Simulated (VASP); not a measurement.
Calculation: PBEsol GGA, VASP's PBE PAW potentials (set 64) (plane waves; VASP).

Input for VASP

POSCAR:
```
Ga4As3P
22.3925970
  0.0000000000   0.1251005812   0.1251005812
  0.1251005812   0.0000000000   0.1251005812
  0.4999999995   0.4999999995   0.0004023252
Ga P As
4 1 3
Cart
  0.1270004282   0.1270004282   0.2483013153
  0.1231527800   0.1231527800   0.0019478012
  0.2493789772   0.2493789772   0.0008221851
  0.5007106894   0.5007106894   0.2498927977
  0.0624396842   0.0624396842   0.0626608970
  0.1863460378   0.1863460378   0.0638551245
  0.3125319557   0.3125319557   0.0627697879
  0.4387411893   0.4387411893   0.0616611354
```

**INCAR**
```
ALGO  =  Normal
EDIFF  =  1E-7
ENCUT  =  400
GGA  =  PS
ICHARG  =  11
ISMEAR  =  0
LASPH  =  .TRUE.
LCHARG  =  .FALSE.
LMAXMIX  =  4
LORBIT  =  11
LREAL  =  .FALSE.
LWAVE  =  .FALSE.
NELM  =  100
PREC  =  Accurate
SIGMA  =  0.05
SYSTEM  =  Ga4As3P
```

KPOINTS:
```
k-points along high-symmetry lines
12
Line-mode
Reciprocal
  0.000000   0.000000   0.000000 ! GAMMA
  0.000000   0.000000  -0.500000 ! T

  0.000000   0.000000  -0.500000 ! T
 -0.328125   0.328125  -0.500000 ! H_2

 -0.343750   0.328125  -0.187500 ! H_0
  0.000000   0.500000   0.500000 ! L

  0.000000   0.500000   0.500000 ! L
  0.000000   0.000000   0.000000 ! GAMMA

  0.000000   0.000000   0.000000 ! GAMMA
 -0.335938   0.335938   0.000000 ! S_0

 -0.335938   0.328125  -0.343750 ! S_2
 -0.500000   0.000000  -1.000000 ! F

 -0.500000   0.000000  -1.000000 ! F
  0.000000   0.000000   0.000000 ! GAMMA
```

POTCAR, in this order: Ga_d P As (PBE.64 set). Program: vasp_std. Read from the step before: CHGCAR.

The run wrote:

### OSZICAR
```
       N       E                     dE             d eps       ncg     rms          rms(c)
DAV:   1     0.568346445529E+03    0.56835E+03   -0.29256E+04  7565   0.209E+03
DAV:   2     0.604320087114E+02   -0.50791E+03   -0.49591E+03  7720   0.528E+02
DAV:   3    -0.251183725760E+02   -0.85550E+02   -0.82533E+02  8580   0.159E+02
DAV:   4    -0.304261783182E+02   -0.53078E+01   -0.52352E+01  8741   0.392E+01
DAV:   5    -0.305902908390E+02   -0.16411E+00   -0.16363E+00  9111   0.675E+00
DAV:   6    -0.305983487056E+02   -0.80579E-02   -0.80541E-02 10696   0.136E+00
DAV:   7    -0.305984307228E+02   -0.82017E-04   -0.81964E-04  9355   0.140E-01
DAV:   8    -0.305984333254E+02   -0.26025E-05   -0.26019E-05 10679   0.259E-02
DAV:   9    -0.305984333714E+02   -0.46024E-07   -0.46031E-07  6822   0.277E-03
   1 F= -.30598433E+02 E0= -.30598433E+02  d E =-.335460E-15
```

OUTCAR:
```
 val. band max:        4.0594685516   @ k =   0.0000   0.0000   0.0000

 cond. band min:       4.7508122539   @ k =   0.0000   0.0000   0.0000



 k-point     1 :       0.0000    0.0000    0.0000
  band No.  band energies     occupation
      1     -10.8826      2.00000
      2     -10.8204      2.00000
      3     -10.8204      2.00000
      4     -10.7595      2.00000
      5     -10.7510      2.00000
      6     -10.7510      2.00000
      7     -10.7348      2.00000
      8     -10.7003      2.00000
      9     -10.6882      2.00000
     10     -10.6882      2.00000
     11     -10.6788      2.00000
     12     -10.6788      2.00000
     13     -10.6658      2.00000
     14     -10.6658      2.00000
     15     -10.6128      2.00000
     16     -10.6128      2.00000
     17     -10.6065      2.00000
     18     -10.6065      2.00000
     19     -10.5908      2.00000
     20     -10.5908      2.00000
     21      -8.7152      2.00000
     22      -8.0557      2.00000
     23      -7.9247      2.00000
     24      -6.8205      2.00000
     25      -2.6955      2.00000
     26      -0.1768      2.00000
     27      -0.0320      2.00000
     28       2.6887      2.00000
     29       2.6888      2.00000
     30       3.2609      2.00000
     31       3.2609      2.00000
     32       3.4609      2.00000
     33       3.4609      2.00000
     34       3.9907      2.00000
     35       4.0595      2.00000
     36       4.0595      2.00000
     37       4.7508      0.00000
     38       5.0237      0.00000
     39       5.4977      0.00000
     40       5.6666      0.00000
     41       7.6612      0.00000
     42       7.7358      0.00000
     43       7.9950      0.00000

 k-point     2 :       0.0000    0.0000   -0.0455
  band No.  band energies     occupation
      1     -10.8826      2.00000
      2     -10.8204      2.00000
      3     -10.8204      2.00000
      4     -10.7596      2.00000
      5     -10.7510      2.00000
      6     -10.7510      2.00000
...
```

The density is held fixed in this step, so its total energy and stress have no physical meaning.

The structure was generated: Ga4As3P was put into an ordered model structure (R3m), which need not be its known phase. It was relaxed first.
